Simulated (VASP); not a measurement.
Here is the system:

```cif
data_Co2
_chemical_formula_sum 'Co2'
_space_group_name_H-M_alt 'P 1'
_space_group_IT_number 1
_cell_length_a 2.49028
_cell_length_b 2.49028
_cell_length_c 4.02320
_cell_angle_alpha 90.000
_cell_angle_beta 90.000
_cell_angle_gamma 120.000
loop_
_space_group_symop_operation_xyz
  'x, y, z'
loop_
_atom_site_label
_atom_site_type_symbol
_atom_site_fract_x
_atom_site_fract_y
_atom_site_fract_z
_atom_site_occupancy
Co1 Co 0.33333 0.66667 0.25000 1
Co2 Co 0.66667 0.33333 0.75000 1
```
Starting moments (μB, in the order of the record's atoms Co Co): 1.6 1.6.

All values below come from PBE GGA, VASP's PBE PAW potentials (set 64) (plane waves; VASP). Numerical set-up: 480 eV cut-off, 16×16×8 Γ-centred mesh, first-order Methfessel-Paxton smearing of 0.10 eV, potentials Co.

Each relaxation starts from this cell; other phases were not tried.

**Question.** The cell is relaxed at 1 GPa. What happens?

**Answer.** The volume per atom goes from 10.80 to 10.74 Å³ (-0.6 %), and the cell becomes a = b = 2.485 Å, c = 4.017 Å, α = β = 90.00°, γ = 120.00°, space group P6_3/mmc.

**Question.** The cell is relaxed at 10 GPa. What happens?

**Answer.** The volume per atom goes from 10.80 to 10.36 Å³ (-4.1 %), and the cell becomes a = 2.4552 Å, b = 2.4552 Å, c = 3.9682 Å, α = 90.00°, β = 90.00°, γ = 120.00°, space group P6_3/mmc.

Failed runs are left out, and for metals the shear rows, which the mesh's noise covers.

The compound is Co in the hcp structure. The spin order is the one that the start imposed; others were not tried in this run.
